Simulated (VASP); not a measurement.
Level of theory: revPBE GGA, VASP's PBE PAW potentials (set 64) (plane waves; VASP).

VASP input:

### POSCAR
```
Tl
1
    1.8495472942    -3.2035100048     0.0000000000
    1.8495472942     3.2035100048     0.0000000000
    0.0000000000     0.0000000000     5.8822631037
Tl
2
Direct
  0.3333330000   0.6666670000   0.2500000000
  0.6666670000   0.3333330000   0.7500000000
```

KPOINTS:
```
Automatic
0
G
 12 12 7
```

INCAR:
```
! general
SYSTEM =Tl
PREC   =Accurate
ENCUT  =520
LREAL  =.False.
LASPH  =.True.

! electronic loop
EDIFF  =1E-7
NELM   =100
ALGO   =Normal
LMAXMIX=4

! smearing
ISMEAR =1
SIGMA  =0.1

! functional
GGA    =RE

! ions
IBRION =2
NSW    =30
ISIF   =4
EDIFFG =-0.01

! output
LWAVE  =.False.
LCHARG =.False.
```

POTCAR, in this order: Tl_d (PBE.64 set). Program: vasp_std.

Task: What will the output report for the number of irreducible k-points (NKPTS), largest plane-wave count, number of space-group operations, FFT grid (NGX, NGY, NGZ)?

Result: 
| Item | Value |
|---|---|
| number of irreducible k-points (NKPTS) | 76 |
| largest plane-wave count | 1890 |
| number of space-group operations | 24 |
| FFT grid (NGX, NGY, NGZ) | 28 × 28 × 48 |

The compound is Tl in the hcp structure. This cell is one point of a volume scan, at 1.06 of the reference volume. Symmetry was kept, so distortions that lower it aren't found.
